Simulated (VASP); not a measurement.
Consider the following.

```xyz
3
Lattice="0.0000 2.7346 2.7346 2.7346 0.0000 2.7346 2.7346 2.7346 0.0000" Properties=species:S:1:pos:R:3 pbc="T T T"
Ca     0.0000     0.0000     0.0000
F      1.3673     1.3673     1.3673
F      4.1019     4.1019     4.1019
```

Computed with revTPSS meta-GGA, VASP's PBE PAW potentials (set 64) (plane waves; VASP). Numerical set-up: 520 eV cut-off, 8×8×8 Γ-centred mesh, tetrahedra with Blöchl corrections, potentials Ca_sv F.

Question: Estimate the energy per atom (σ→0), band gap (over mesh and band path) with the smallest direct gap where there is one.

Answer: 
- band gap (over mesh and band path): 7.54 eV
- smallest direct gap (over mesh and band path): 7.80 eV
- energy per atom (σ→0): -6.968 eV/atom

Total energies compare only between runs with the same potentials, cut-off and functional.

The compound is CaF2 in the fluorite structure. It was relaxed first.
